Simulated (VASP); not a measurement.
An input for Quantum ESPRESSO's pw.x (written as the equivalent of a VASP run, and not itself run):

```
&CONTROL
  calculation = 'scf'
  pseudo_dir = './pseudo'
  outdir = './out'
  tprnfor = .true.
  tstress = .true.
/
&SYSTEM
  ibrav = 0
  nat = 4
  ntyp = 2
  ecutwfc = 82
  occupations = 'smearing'
  smearing = 'gaussian'
  degauss = 0.003675
  input_dft = 'pbe'
/
&ELECTRONS
  conv_thr = 7.3e-08
  electron_maxstep = 100
/
ATOMIC_SPECIES
  Ag 107.868 Ag.upf
  I 126.904 I.upf
CELL_PARAMETERS angstrom
     2.3409000   -4.0545580    0.0000000
     2.3409000    4.0545580    0.0000000
     0.0000000    0.0000000    7.6602000
ATOMIC_POSITIONS crystal
  Ag   0.6666670  0.3333330  0.5000000
  Ag   0.3333330  0.6666670  0.0000000
  I    0.6666670  0.3333330  0.8750000
  I    0.3333330  0.6666670  0.3750000
K_POINTS automatic
  5 5 3 0 0 0
```

### Question
Write the VASP files for the same calculation (PBE).

### Answer
One answer among several that fit: 
INCAR:
```
! general
SYSTEM   =  AgI
PREC     =  Accurate
ENCUT    =  400
LREAL    =  F
LASPH    =  T

! electronic loop
EDIFF    =  1E-6
NELM     =  100
ALGO     =  VeryFast
LMAXMIX  =  4

! smearing
ISMEAR   =  0
SIGMA    =  0.05

! functional
GGA      =  PE

! ions
ISIF     =  2

! output
LWAVE    =  F
LCHARG   =  F
```

POSCAR:
```
AgI
1
    2.3409000000    -4.0545580000     0.0000000000
    2.3409000000     4.0545580000     0.0000000000
    0.0000000000     0.0000000000     7.6602000000
Ag I
2 2
Direct
  0.6666670000   0.3333330000   0.5000000000
  0.3333330000   0.6666670000   0.0000000000
  0.6666670000   0.3333330000   0.8750000000
  0.3333330000   0.6666670000   0.3750000000
```

**KPOINTS**
```
Automatic mesh
0
Gamma
5 5 3
0 0 0
```

POTCAR, in this order: Ag I (PBE.64 set). Program: vasp_std.

What does not carry over: the potentials are each code's own (VASP's PAW set, PseudoDojo norm-conserving files in pw.x), so ENCUT and ecutwfc are chosen apart and not converted; conv_thr bounds pw.x's estimated SCF error, while EDIFF bounds the energy change between steps.

The compound is AgI in the wurtzite structure. The cell was not relaxed at this level. The run is one of a series of settings (ALGO = VeryFast against the base run), some of them coarse on purpose.
